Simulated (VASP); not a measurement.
OSZICAR of a VASP run on C (graphite):

**OSZICAR**
```
       N       E                     dE             d eps       ncg     rms          rms(c)
DAV:   1     0.408384396689E+02    0.40838E+02   -0.86081E+03  1016   0.127E+03
DAV:   2    -0.431621990519E+02   -0.84001E+02   -0.76301E+02  1404   0.237E+02
DAV:   3    -0.467276936817E+02   -0.35655E+01   -0.35352E+01  1284   0.478E+01
DAV:   4    -0.467676229258E+02   -0.39929E-01   -0.39885E-01  1280   0.583E+00
DAV:   5    -0.467683715074E+02   -0.74858E-03   -0.74846E-03  1244   0.765E-01    0.931E+00
DAV:   6    -0.419701700324E+02    0.47982E+01   -0.26808E+00  1196   0.131E+01    0.650E+00
DAV:   7    -0.382815277783E+02    0.36886E+01   -0.74759E-01  1160   0.999E+00    0.133E+00
DAV:   8    -0.407390395578E+02   -0.24575E+01   -0.15797E+00  1096   0.120E+01    0.147E+00
DAV:   9    -0.406678346430E+02    0.71205E-01   -0.24679E-01  1088   0.698E+00    0.537E-01
DAV:  10    -0.403882944092E+02    0.27954E+00   -0.52755E-02  1056   0.291E+00    0.379E-01
DAV:  11    -0.400603707711E+02    0.32792E+00   -0.17683E-01  1032   0.556E+00    0.153E-01
DAV:  12    -0.401791646768E+02   -0.11879E+00   -0.81790E-02  1016   0.446E+00    0.164E-01
DAV:  13    -0.402483798532E+02   -0.69215E-01   -0.37384E-02  1024   0.296E+00    0.131E-01
DAV:  14    -0.402559497916E+02   -0.75699E-02   -0.46183E-03  1060   0.105E+00    0.106E-01
DAV:  15    -0.402571604799E+02   -0.12107E-02   -0.25041E-03  1068   0.710E-01    0.333E-02
DAV:  16    -0.402574460250E+02   -0.28555E-03   -0.59755E-04  1180   0.362E-01    0.434E-02
DAV:  17    -0.402572567027E+02    0.18932E-03   -0.12103E-04  1148   0.172E-01    0.397E-02
DAV:  18    -0.402573936101E+02   -0.13691E-03   -0.68655E-05  1164   0.110E-01    0.325E-02
DAV:  19    -0.402573985936E+02   -0.49836E-05   -0.38066E-06  1248   0.264E-02    0.314E-02
DAV:  20    -0.402574202762E+02   -0.21683E-04   -0.16485E-06  1220   0.184E-02    0.304E-02
DAV:  21    -0.402574830922E+02   -0.62816E-04   -0.32988E-05  1112   0.701E-02    0.155E-02
DAV:  22    -0.402575305290E+02   -0.47437E-04   -0.22823E-05  1092   0.678E-02    0.875E-03
DAV:  23    -0.402575329865E+02   -0.24576E-05   -0.58910E-07  1300   0.941E-03    0.804E-03
DAV:  24    -0.402575387837E+02   -0.57972E-05   -0.37706E-06  1104   0.267E-02    0.389E-03
DAV:  25    -0.402575455307E+02   -0.67470E-05   -0.67005E-06  1104   0.354E-02    0.189E-03
DAV:  26    -0.402575445569E+02    0.97376E-06   -0.30930E-07  1196   0.900E-03    0.192E-03
DAV:  27    -0.402575443269E+02    0.23009E-06   -0.40661E-07  1072   0.109E-02    0.620E-04
DAV:  28    -0.402575439905E+02    0.33640E-06   -0.18412E-08   732   0.172E-03    0.258E-04
DAV:  29    -0.402575438796E+02    0.11086E-06   -0.92122E-09   704   0.152E-03    0.170E-04
DAV:  30    -0.402575435353E+02    0.34428E-06   -0.63424E-09   600   0.125E-03    0.809E-05
DAV:  31    -0.402575435436E+02   -0.83053E-08   -0.97996E-10   572   0.453E-04
   1 F= -.40257544E+02 E0= -.40257544E+02  d E =-.402575E+02
       N       E                     dE             d eps       ncg     rms          rms(c)
DAV:   1    -0.407245381295E+02   -0.46699E+00   -0.18806E+01  1008   0.388E+01    0.260E+00
DAV:   2    -0.404262610709E+02    0.29828E+00   -0.45005E-01  1140   0.711E+00    0.153E+00
DAV:   3    -0.402730181531E+02    0.15324E+00   -0.60787E-01  1112   0.746E+00    0.339E-01
DAV:   4    -0.403419374193E+02   -0.68919E-01   -0.14426E-01  1056   0.527E+00    0.296E-01
DAV:   5    -0.403431118835E+02   -0.11745E-02   -0.30498E-02  1060   0.248E+00    0.770E-02
DAV:   6    -0.403565162743E+02   -0.13404E-01   -0.11943E-02  1044   0.176E+00    0.430E-02
DAV:   7    -0.403556529056E+02    0.86337E-03   -0.15263E-03  1188   0.561E-01    0.388E-02
DAV:   8    -0.403565269194E+02   -0.87401E-03   -0.40042E-04  1056   0.324E-01    0.167E-02
DAV:   9    -0.403570644902E+02   -0.53757E-03   -0.65346E-04  1076   0.349E-01    0.894E-03
DAV:  10    -0.403572106009E+02   -0.14611E-03   -0.82074E-05  1168   0.134E-01    0.499E-03
DAV:  11    -0.403572064234E+02    0.41776E-05   -0.29394E-06  1204   0.208E-02    0.388E-03
DAV:  12    -0.403572002795E+02    0.61438E-05   -0.34996E-06  1104   0.281E-02    0.152E-03
DAV:  13    -0.403571911675E+02    0.91120E-05   -0.36764E-06  1060   0.335E-02    0.619E-04
DAV:  14    -0.403571944435E+02   -0.32761E-05   -0.39973E-06  1040   0.330E-02    0.864E-04
DAV:  15    -0.403571966159E+02   -0.21723E-05   -0.32024E-07  1092   0.981E-03    0.222E-04
DAV:  16    -0.403571968180E+02   -0.20218E-06   -0.26683E-08   760   0.275E-03    0.104E-04
DAV:  17    -0.403571964376E+02    0.38049E-06   -0.20322E-08   604   0.172E-03    0.615E-05
DAV:  18    -0.403571962489E+02    0.18867E-06   -0.52188E-09   568   0.805E-04    0.344E-05
DAV:  19    -0.403571961395E+02    0.10936E-06   -0.91517E-10   556   0.500E-04    0.128E-05
DAV:  20    -0.403571958979E+02    0.24165E-06   -0.28976E-10   564   0.259E-04    0.652E-06
DAV:  21    -0.403571959630E+02   -0.65068E-07   -0.73686E-11   564   0.141E-04
   2 F= -.40357196E+02 E0= -.40357196E+02  d E =-.996524E-01
       N       E                     dE             d eps       ncg     rms          rms(c)
DAV:   1    -0.403889164908E+02   -0.31721E-01   -0.10349E+00  1008   0.886E+00    0.599E-01
DAV:   2    -0.403669699240E+02    0.21947E-01   -0.29832E-02  1104   0.200E+00    0.354E-01
DAV:   3    -0.403654448944E+02    0.15250E-02   -0.48911E-02  1080   0.288E+00    0.838E-02
DAV:   4    -0.403664226636E+02   -0.97777E-03   -0.88113E-03  1036   0.157E+00    0.655E-02
DAV:   5    -0.403655621892E+02    0.86047E-03   -0.33260E-03  1016   0.860E-01    0.199E-02
DAV:   6    -0.403669624760E+02   -0.14003E-02   -0.15419E-03  1032   0.605E-01    0.879E-03
DAV:   7    -0.403671071491E+02   -0.14467E-03   -0.57128E-05  1216   0.122E-01    0.466E-03
DAV:   8    -0.403670340216E+02    0.73127E-04   -0.48660E-05  1032   0.121E-01    0.178E-03
DAV:   9    -0.403670344785E+02   -0.45685E-06   -0.41833E-06  1112   0.249E-02    0.707E-04
DAV:  10    -0.403670516207E+02   -0.17142E-04   -0.19509E-06  1056   0.231E-02    0.443E-04
DAV:  11    -0.403670501715E+02    0.14493E-05   -0.17033E-07  1000   0.587E-03    0.279E-04
DAV:  12    -0.403670489956E+02    0.11759E-05   -0.77191E-08   712   0.388E-03    0.160E-04
DAV:  13    -0.403670496214E+02   -0.62585E-06   -0.60195E-08   676   0.374E-03    0.284E-05
DAV:  14    -0.403670505482E+02   -0.92675E-06   -0.36748E-09   564   0.983E-04    0.185E-05
DAV:  15    -0.403670504639E+02    0.84333E-07   -0.46812E-10   556   0.294E-04
   3 F= -.40367050E+02 E0= -.40367050E+02  d E =-.109507E+00
```

### Question
Which electronic solver shows in the log?

### Answer
It is blocked Davidson (ALGO = Normal, or the opening steps of other solvers). The INCAR had ALGO = Normal.

### Question
Can the final energy be trusted as converged?

### Answer
The run converged. It stopped with EDIFF = 1E-7, NELM = 100, NSW = 30 and EDIFFG = -0.01 after 3 ionic steps (SCAN meta-GGA, plane waves, VASP's PBE PAW potentials (set 64)).

The compound is C in the graphite structure. This cell is one point of a volume scan, at 0.94 of the reference volume. Symmetry was kept, so distortions that lower it aren't found.
